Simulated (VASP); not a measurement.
These are r2SCAN meta-GGA, VASP's PBE PAW potentials (set 64) (plane waves; VASP) values and carry that method's errors.

The input files of a VASP run:

INCAR:
```
ALGO  =  Normal
EDIFF  =  1E-6
ENCUT  =  300
ISIF  =  2
ISMEAR  =  0
LASPH  =  T
LCHARG  =  F
LMAXMIX  =  4
LMIXTAU  =  T
LREAL  =  Auto
LWAVE  =  F
METAGGA  =  R2SCAN
NELM  =  100
PREC  =  Accurate
SIGMA  =  0.05
SYSTEM  =  ZnS
```

### KPOINTS
```
Automatic
0
G
5 5 1
0 0 0
```

**POSCAR**
```
ZnS
1
    3.8861320000     0.0000000000     0.0000000000
   -1.9430660000     3.3654890000     0.0000000000
    0.0000000000     0.0000000000    31.7870480000
Zn S
10 10
Direct
  0.6666670000   0.3333330000   0.2000000000
  0.3333330000   0.6666670000   0.7000000000
  0.0000000000   0.0000000000   0.8000000000
  0.0000000000   0.0000000000   0.3000000000
  0.6666670000   0.3333330000   0.9000000000
  0.3333330000   0.6666670000   0.4000000000
  0.3333330000   0.6666670000   0.1001000000
  0.6666670000   0.3333330000   0.6001000000
  0.0000000000   0.0000000000   0.0001000000
  0.0000000000   0.0000000000   0.5001000000
  0.6666670000   0.3333330000   0.2749000000
  0.3333330000   0.6666670000   0.7749000000
  0.0000000000   0.0000000000   0.0750000000
  0.0000000000   0.0000000000   0.5750000000
  0.6666670000   0.3333330000   0.6750000000
  0.3333330000   0.6666670000   0.1750000000
  0.0000000000   0.0000000000   0.8749000000
  0.0000000000   0.0000000000   0.3749000000
  0.3333330000   0.6666670000   0.4751000000
  0.6666670000   0.3333330000   0.9751000000
```

POTCAR, in this order: Zn S (PBE.64 set). Program: vasp_std.

The resulting files:

File OUTCAR:
```
 ion  position               nearest neighbor table
   1  0.667  0.333  0.200-  16 2.38  16 2.38  16 2.38  11 2.38
   2  0.333  0.667  0.700-  15 2.38  15 2.38  15 2.38  12 2.38
   3  0.000  0.000  0.800-  17 2.38  12 2.38  12 2.38  12 2.38
   4  0.000  0.000  0.300-  18 2.38  11 2.38  11 2.38  11 2.38
   5  0.667  0.333  0.900-  17 2.38  17 2.38  17 2.38  20 2.39
   6  0.333  0.667  0.400-  18 2.38  18 2.38  18 2.38  19 2.39
   7  0.333  0.667  0.100-  16 2.38  13 2.38  13 2.38  13 2.38
   8  0.667  0.333  0.600-  15 2.38  14 2.38  14 2.38  14 2.38
   9  0.000  0.000  0.000-  20 2.38  20 2.38  20 2.38  13 2.38
  10  0.000  0.000  0.500-  19 2.38  19 2.38  19 2.38  14 2.38
  11  0.667  0.333  0.275-   1 2.38   4 2.38   4 2.38   4 2.38
  12  0.333  0.667  0.775-   2 2.38   3 2.38   3 2.38   3 2.38
  13  0.000  0.000  0.075-   9 2.38   7 2.38   7 2.38   7 2.38
  14  0.000  0.000  0.575-  10 2.38   8 2.38   8 2.38   8 2.38
  15  0.667  0.333  0.675-   2 2.38   2 2.38   2 2.38   8 2.38
  16  0.333  0.667  0.175-   1 2.38   1 2.38   1 2.38   7 2.38
  17  0.000  0.000  0.875-   3 2.38   5 2.38   5 2.38   5 2.38
  18  0.000  0.000  0.375-   4 2.38   6 2.38   6 2.38   6 2.38
  19  0.333  0.667  0.475-  10 2.38  10 2.38  10 2.38   6 2.39
  20  0.667  0.333  0.975-   9 2.38   9 2.38   9 2.38   5 2.39
  LATTYP: Found a hexagonal cell.
 ALAT       =     3.8861320000
 C/A-ratio  =     8.1796109859
 Subroutine PRICEL returns:
...
```

**OSZICAR**
```
...
DAV:  12    -0.199613368533E+03    0.12443E+01   -0.16763E-02  1140   0.869E-01    0.474E-01
DAV:  13    -0.199439082363E+03    0.17429E+00   -0.68458E-03  1312   0.695E-01    0.220E-01
DAV:  14    -0.199310824780E+03    0.12826E+00   -0.24074E-03  1232   0.251E-01    0.134E-01
DAV:  15    -0.198802824133E+03    0.50800E+00   -0.22252E-03  1136   0.224E-01    0.138E-01
DAV:  16    -0.197904204212E+03    0.89862E+00   -0.68496E-03  1128   0.380E-01    0.125E-01
DAV:  17    -0.196954626940E+03    0.94958E+00   -0.96277E-03  1120   0.433E-01    0.136E-01
DAV:  18    -0.196380953770E+03    0.57367E+00   -0.42166E-03  1152   0.271E-01    0.148E-01
DAV:  19    -0.196722579282E+03   -0.34163E+00   -0.18496E-03  1128   0.199E-01    0.138E-01
DAV:  20    -0.196770381831E+03   -0.47803E-01   -0.14474E-04  1224   0.499E-02    0.124E-01
DAV:  21    -0.192239614625E+03    0.45308E+01   -0.33353E-01  1080   0.250E+00    0.215E-01
DAV:  22    -0.193426867833E+03   -0.11873E+01   -0.36354E-02  1096   0.793E-01    0.110E-01
DAV:  23    -0.193234449937E+03    0.19242E+00   -0.78833E-04  1200   0.113E-01    0.119E-01
DAV:  24    -0.193102247333E+03    0.13220E+00   -0.58190E-04  1124   0.897E-02    0.141E-01
DAV:  25    -0.191225217067E+03    0.18770E+01   -0.91195E-02  1080   0.121E+00    0.251E-01
DAV:  26    -0.188341283233E+03    0.28839E+01   -0.31474E-01  1080   0.211E+00    0.431E-01
DAV:  27    -0.186128785959E+03    0.22125E+01   -0.42616E-01  1080   0.229E+00    0.635E-01
DAV:  28    -0.186129229926E+03   -0.44397E-03   -0.69911E-03  1272   0.233E-01    0.644E-01
DAV:  29    -0.186050703928E+03    0.78526E-01   -0.73292E-03  1104   0.335E-01    0.657E-01
DAV:  30    -0.186031378268E+03    0.19326E-01   -0.83228E-04  1184   0.112E-01    0.663E-01
DAV:  31    -0.186014012822E+03    0.17365E-01   -0.87982E-04  1112   0.118E-01    0.667E-01
DAV:  32    -0.186179979392E+03   -0.16597E+00   -0.26150E-02  1080   0.644E-01    0.642E-01
DAV:  33    -0.186182856080E+03   -0.28767E-02   -0.17051E-04  1280   0.432E-02    0.638E-01
DAV:  34    -0.186167658777E+03    0.15197E-01   -0.11713E-04  1108   0.427E-02    0.639E-01
DAV:  35    -0.186194639686E+03   -0.26981E-01   -0.41860E-04  1096   0.791E-02    0.634E-01
DAV:  36    -0.186215232051E+03   -0.20592E-01   -0.18785E-04  1120   0.516E-02    0.629E-01
DAV:  37    -0.186017586247E+03    0.19765E+00   -0.51330E-02  1080   0.903E-01    0.646E-01
DAV:  38    -0.186190989552E+03   -0.17340E+00   -0.49566E-02  1080   0.896E-01    0.643E-01
DAV:  39    -0.186130334155E+03    0.60655E-01   -0.35312E-03  1112   0.230E-01    0.645E-01
DAV:  40    -0.186382086825E+03   -0.25175E+00   -0.30024E-02  1080   0.670E-01    0.647E-01
DAV:  41    -0.186409079158E+03   -0.26992E-01   -0.69354E-04  1248   0.103E-01    0.647E-01
DAV:  42    -0.186384403603E+03    0.24676E-01   -0.20325E-04  1132   0.550E-02    0.647E-01
DAV:  43    -0.186484810687E+03   -0.10041E+00   -0.33887E-03  1088   0.223E-01    0.646E-01
DAV:  44    -0.186650212767E+03   -0.16540E+00   -0.68282E-03  1080   0.315E-01    0.645E-01
DAV:  45    -0.186633553668E+03    0.16659E-01   -0.14664E-04  1216   0.411E-02    0.647E-01
DAV:  46    -0.186643871379E+03   -0.10318E-01   -0.17494E-05  1088   0.157E-02    0.648E-01
DAV:  47    -0.186664578540E+03   -0.20707E-01   -0.10240E-04  1120   0.378E-02    0.648E-01
DAV:  48    -0.186624034859E+03    0.40544E-01   -0.38345E-04  1088   0.753E-02    0.648E-01
DAV:  49    -0.186446819114E+03    0.17722E+00   -0.76383E-03  1080   0.327E-01    0.652E-01
DAV:  50    -0.186437731763E+03    0.90874E-02   -0.11415E-04  1276   0.398E-02    0.650E-01
DAV:  51    -0.186456235755E+03   -0.18504E-01   -0.26552E-01  1080   0.199E+00    0.576E-01
DAV:  52    -0.186438851161E+03    0.17385E-01   -0.33517E-03  1316   0.188E-01    0.547E-01
DAV:  53    -0.186228709512E+03    0.21014E+00   -0.11870E-02  1080   0.420E-01    0.554E-01
DAV:  54    -0.186169419270E+03    0.59290E-01   -0.15173E-03  1104   0.150E-01    0.557E-01
DAV:  55    -0.186211258356E+03   -0.41839E-01   -0.83706E-04  1096   0.112E-01    0.551E-01
DAV:  56    -0.187470841327E+03   -0.12596E+01   -0.37461E-01  1080   0.207E+00    0.596E-01
DAV:  57    -0.187471982037E+03   -0.11407E-02   -0.60954E-03  1280   0.274E-01    0.601E-01
DAV:  58    -0.187043017156E+03    0.42896E+00   -0.32237E-02  1080   0.693E-01    0.594E-01
DAV:  59    -0.187340038260E+03   -0.29702E+00   -0.19112E-02  1080   0.538E-01    0.604E-01
DAV:  60    -0.187267205015E+03    0.72833E-01   -0.11428E-03  1088   0.133E-01    0.603E-01
DAV:  61    -0.192763797809E+03   -0.54966E+01   -0.13563E+00  1080   0.377E+00    0.242E-01
DAV:  62    -0.191390747341E+03    0.13731E+01   -0.83484E-02  1112   0.110E+00    0.166E-01
DAV:  63    -0.191844109560E+03   -0.45336E+00   -0.66429E-03  1184   0.349E-01    0.143E-01
DAV:  64    -0.191914780673E+03   -0.70671E-01   -0.32721E-04  1216   0.635E-02    0.144E-01
DAV:  65    -0.191562291505E+03    0.35249E+00   -0.37382E-03  1080   0.253E-01    0.171E-01
DAV:  66    -0.192440349061E+03   -0.87806E+00   -0.20935E-02  1080   0.632E-01    0.166E-01
DAV:  67    -0.192427484573E+03    0.12864E-01   -0.23502E-04  1256   0.591E-02    0.175E-01
DAV:  68    -0.192574354839E+03   -0.14687E+00   -0.53362E-04  1108   0.105E-01    0.187E-01
DAV:  69    -0.192505521209E+03    0.68834E-01   -0.12479E-04  1112   0.524E-02    0.184E-01
DAV:  70    -0.192577675008E+03   -0.72154E-01   -0.12033E-04  1100   0.472E-02    0.184E-01
DAV:  71    -0.192794218272E+03   -0.21654E+00   -0.16885E-03  1080   0.150E-01    0.160E-01
DAV:  72    -0.192654821196E+03    0.13940E+00   -0.60510E-04  1080   0.111E-01    0.148E-01
DAV:  73    -0.192659410874E+03   -0.45897E-02   -0.86738E-05  1280   0.445E-02    0.135E-01
DAV:  74    -0.192003859225E+03    0.65555E+00   -0.10969E-02  1080   0.453E-01    0.129E-01
DAV:  75    -0.191861090679E+03    0.14277E+00   -0.86533E-04  1152   0.117E-01    0.144E-01
DAV:  76    -0.191997071918E+03   -0.13598E+00   -0.55879E-04  1080   0.106E-01    0.157E-01
DAV:  77    -0.192088808731E+03   -0.91737E-01   -0.25776E-04  1084   0.681E-02    0.156E-01
DAV:  78    -0.192061118876E+03    0.27690E-01   -0.26830E-05  1104   0.240E-02    0.152E-01
DAV:  79    -0.191948126381E+03    0.11299E+00   -0.44176E-04  1080   0.978E-02    0.149E-01
DAV:  80    -0.192058248099E+03   -0.11012E+00   -0.33230E-04  1080   0.891E-02    0.159E-01
DAV:  81    -0.191372825612E+03    0.68542E+00   -0.13549E-02  1080   0.515E-01    0.122E-01
DAV:  82    -0.190576722653E+03    0.79610E+00   -0.22212E-02  1080   0.610E-01    0.133E-01
DAV:  83    -0.190276601160E+03    0.30012E+00   -0.34367E-03  1112   0.240E-01    0.125E-01
DAV:  84    -0.190013705593E+03    0.26290E+00   -0.24704E-03  1080   0.221E-01    0.135E-01
DAV:  85    -0.190241220223E+03   -0.22751E+00   -0.21071E-03  1080   0.178E-01    0.137E-01
DAV:  86    -0.190315464951E+03   -0.74245E-01   -0.34922E-04  1112   0.714E-02    0.150E-01
DAV:  87    -0.190240542607E+03    0.74922E-01   -0.23902E-04  1084   0.634E-02    0.154E-01
DAV:  88    -0.190298117545E+03   -0.57575E-01   -0.13343E-04  1084   0.588E-02    0.145E-01
DAV:  89    -0.190292026995E+03    0.60905E-02   -0.74772E-06  1184   0.181E-02    0.146E-01
DAV:  90    -0.190356102631E+03   -0.64076E-01   -0.15232E-04  1084   0.501E-02    0.143E-01
DAV:  91    -0.190035778135E+03    0.32032E+00   -0.41015E-03  1080   0.254E-01    0.185E-01
DAV:  92    -0.189985287905E+03    0.50490E-01   -0.28226E-04  1200   0.734E-02    0.212E-01
DAV:  93    -0.189711497495E+03    0.27379E+00   -0.29696E-03  1080   0.223E-01    0.246E-01
DAV:  94    -0.189698615214E+03    0.12882E-01   -0.76212E-05  1272   0.359E-02    0.258E-01
DAV:  95    -0.189637388450E+03    0.61227E-01   -0.17332E-04  1088   0.526E-02    0.263E-01
DAV:  96    -0.189832761848E+03   -0.19537E+00   -0.14006E-03  1080   0.160E-01    0.260E-01
DAV:  97    -0.189971865277E+03   -0.13910E+00   -0.91419E-04  1080   0.121E-01    0.262E-01
DAV:  98    -0.190176286760E+03   -0.20442E+00   -0.15686E-03  1080   0.165E-01    0.241E-01
DAV:  99    -0.190220297126E+03   -0.44010E-01   -0.46470E-04  1216   0.616E-02    0.274E-01
DAV: 100    -0.190261829110E+03   -0.41532E-01   -0.12716E-04  1080   0.473E-02
   1 F= -.19026183E+03 E0= -.19026183E+03  d E =-.248183E-15
```

**OUTCAR**
```
------------------------ aborting loop EDIFF was not reached (unconverged)  ----------------------------
  FORCE on cell =-STRESS in cart. coord.  units (eV):
  Direction    XX          YY          ZZ          XY          YZ          ZX
  --------------------------------------------------------------------------------------
  Total        0.2472713      0.2472713      0.1772295      0.0000000      0.0000000      0.0000000
  in kB        0.9529463      0.9529463      0.6830157      0.0000000      0.0000000      0.0000000
  external PRESSURE =       0.8629694 kB  Pullay stress =       0.0000000 kB
  volume of cell :      415.73
      direct lattice vectors                 reciprocal lattice vectors
     3.886132000  0.000000000  0.000000000     0.257325279  0.148566820  0.000000000
    -1.943066000  3.365489000  0.000000000     0.000000000  0.297133641  0.000000000
     0.000000000  0.000000000 31.787048000     0.000000000  0.000000000  0.031459354
  FREE ENERGIE OF THE ION-ELECTRON SYSTEM (eV)
  ---------------------------------------------------
  free  energy   TOTEN  =      -190.2618291102 eV

  energy  without entropy=     -190.2618291102  energy(sigma->0) =     -190.26182911
```
(Selected blocks of OUTCAR.)

File stdout:
```
...
DAV:  81    -0.191372825612E+03    0.68542E+00   -0.13549E-02  1080   0.515E-01    0.122E-01
DAV:  82    -0.190576722653E+03    0.79610E+00   -0.22212E-02  1080   0.610E-01    0.133E-01
DAV:  83    -0.190276601160E+03    0.30012E+00   -0.34367E-03  1112   0.240E-01    0.125E-01
DAV:  84    -0.190013705593E+03    0.26290E+00   -0.24704E-03  1080   0.221E-01    0.135E-01
DAV:  85    -0.190241220223E+03   -0.22751E+00   -0.21071E-03  1080   0.178E-01    0.137E-01
DAV:  86    -0.190315464951E+03   -0.74245E-01   -0.34922E-04  1112   0.714E-02    0.150E-01
DAV:  87    -0.190240542607E+03    0.74922E-01   -0.23902E-04  1084   0.634E-02    0.154E-01
DAV:  88    -0.190298117545E+03   -0.57575E-01   -0.13343E-04  1084   0.588E-02    0.145E-01
DAV:  89    -0.190292026995E+03    0.60905E-02   -0.74772E-06  1184   0.181E-02    0.146E-01
DAV:  90    -0.190356102631E+03   -0.64076E-01   -0.15232E-04  1084   0.501E-02    0.143E-01
DAV:  91    -0.190035778135E+03    0.32032E+00   -0.41015E-03  1080   0.254E-01    0.185E-01
DAV:  92    -0.189985287905E+03    0.50490E-01   -0.28226E-04  1200   0.734E-02    0.212E-01
DAV:  93    -0.189711497495E+03    0.27379E+00   -0.29696E-03  1080   0.223E-01    0.246E-01
DAV:  94    -0.189698615214E+03    0.12882E-01   -0.76212E-05  1272   0.359E-02    0.258E-01
DAV:  95    -0.189637388450E+03    0.61227E-01   -0.17332E-04  1088   0.526E-02    0.263E-01
DAV:  96    -0.189832761848E+03   -0.19537E+00   -0.14006E-03  1080   0.160E-01    0.260E-01
DAV:  97    -0.189971865277E+03   -0.13910E+00   -0.91419E-04  1080   0.121E-01    0.262E-01
DAV:  98    -0.190176286760E+03   -0.20442E+00   -0.15686E-03  1080   0.165E-01    0.241E-01
DAV:  99    -0.190220297126E+03   -0.44010E-01   -0.46470E-04  1216   0.616E-02    0.274E-01
DAV: 100    -0.190261829110E+03   -0.41532E-01   -0.12716E-04  1080   0.473E-02

 -----------------------------------------------------------------------------
|                                                                             |
|           W    W    AA    RRRRR   N    N  II  N    N   GGGG   !!!           |
|           W    W   A  A   R    R  NN   N  II  NN   N  G    G  !!!           |
|           W    W  A    A  R    R  N N  N  II  N N  N  G       !!!           |
|           W WW W  AAAAAA  RRRRR   N  N N  II  N  N N  G  GGG   !            |
|           WW  WW  A    A  R   R   N   NN  II  N   NN  G    G                |
|           W    W  A    A  R    R  N    N  II  N    N   GGGG   !!!           |
|                                                                             |
|     The electronic self-consistency was not achieved in the given           |
|     number of steps (NELM). The forces and other quantities evaluated       |
|     might not be reliable so examine the results carefully. If you find     |
|     spurious results, we suggest increasing NELM, if you were close to      |
|     convergence or switching to a different ALGO or adjusting the           |
|     density mixing parameters otherwise.                                    |
|                                                                             |
 -----------------------------------------------------------------------------

   1 F= -.19026183E+03 E0= -.19026183E+03  d E =-.248183E-15
```

Convergence was not reached.

At this cut-off the stress carries a Pulay error, which pulls relaxed volumes low.

The structure comes from a computed database's ZnS entry; how it stands against other phases isn't given here. The cell was not relaxed at this level. The run is one of a series of settings (GGA removed, LMIXTAU = .TRUE., METAGGA = R2SCAN against the base run), some of them coarse on purpose.
